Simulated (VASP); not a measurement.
An input for Quantum ESPRESSO's pw.x (written as the equivalent of a VASP run, and not itself run):

```
&CONTROL
  calculation = 'scf'
  pseudo_dir = './pseudo'
  outdir = './out'
  tprnfor = .true.
  tstress = .true.
/
&SYSTEM
  ibrav = 0
  nat = 12
  ntyp = 2
  ecutwfc = 102
  occupations = 'smearing'
  smearing = 'methfessel-paxton'
  degauss = 0.00735
  input_dft = 'pbe'
/
&ELECTRONS
  conv_thr = 7.3e-08
  electron_maxstep = 100
/
ATOMIC_SPECIES
  Cd 112.414 Cd.upf
  Se 78.971 Se.upf
CELL_PARAMETERS angstrom
     6.9834920    0.0000000    0.0000000
     0.0000000    7.4147330    0.0000000
     0.0000000    0.0000000   20.3461000
ATOMIC_POSITIONS crystal
  Cd   0.5000500  0.4166670  0.3931960
  Cd   0.0000500  0.0833330  0.3931960
  Cd   0.5000500  0.9166670  0.4999980
  Cd   0.0000500  0.5833330  0.4999980
  Cd   0.5000500  0.4166670  0.6068040
  Cd   0.0000500  0.0833330  0.6068040
  Se   0.1240900  0.4166670  0.3931960
  Se   0.6240900  0.0833330  0.3931960
  Se   0.1240900  0.9166670  0.4999980
  Se   0.6240900  0.5833330  0.4999980
  Se   0.1240900  0.4166670  0.6068040
  Se   0.6240900  0.0833330  0.6068040
K_POINTS automatic
  3 3 1 0 0 0
```

Task: Write the VASP files for the same calculation (PBE).

Result: One answer among several that fit: 
### KPOINTS
```
Automatic mesh
0
Gamma
3 3 1
0 0 0
```

**INCAR**
```
ALGO = Normal   # blocked Davidson
ISMEAR = 1
ISIF = 2   # forces and stress, cell fixed
LASPH = T
LCHARG = F
EDIFF = 1E-6   # SCF stop (eV)
ENCUT = 300
SIGMA = 0.1
GGA = PE   # PBE
LREAL = F   # projection in real space or not
PREC = Accurate
LWAVE = F
LMAXMIX = 4
SYSTEM = CdSe
NELM = 100   # most electronic steps
```

File POSCAR:
```
CdSe
1
    6.9834920000     0.0000000000     0.0000000000
    0.0000000000     7.4147330000     0.0000000000
    0.0000000000     0.0000000000    20.3461000000
Cd Se
6 6
Direct
  0.5000500000   0.4166670000   0.3931960000
  0.0000500000   0.0833330000   0.3931960000
  0.5000500000   0.9166670000   0.4999980000
  0.0000500000   0.5833330000   0.4999980000
  0.5000500000   0.4166670000   0.6068040000
  0.0000500000   0.0833330000   0.6068040000
  0.1240900000   0.4166670000   0.3931960000
  0.6240900000   0.0833330000   0.3931960000
  0.1240900000   0.9166670000   0.4999980000
  0.6240900000   0.5833330000   0.4999980000
  0.1240900000   0.4166670000   0.6068040000
  0.6240900000   0.0833330000   0.6068040000
```

POTCAR, in this order: Cd Se (PBE.64 set). Program: vasp_std.

What does not carry over: the potentials are each code's own (VASP's PAW set, PseudoDojo norm-conserving files in pw.x), so ENCUT and ecutwfc are chosen apart and not converted; conv_thr bounds pw.x's estimated SCF error, while EDIFF bounds the energy change between steps.

The cell is a sheet with vacuum, built from a database entry that may be metastable or hypothetical.
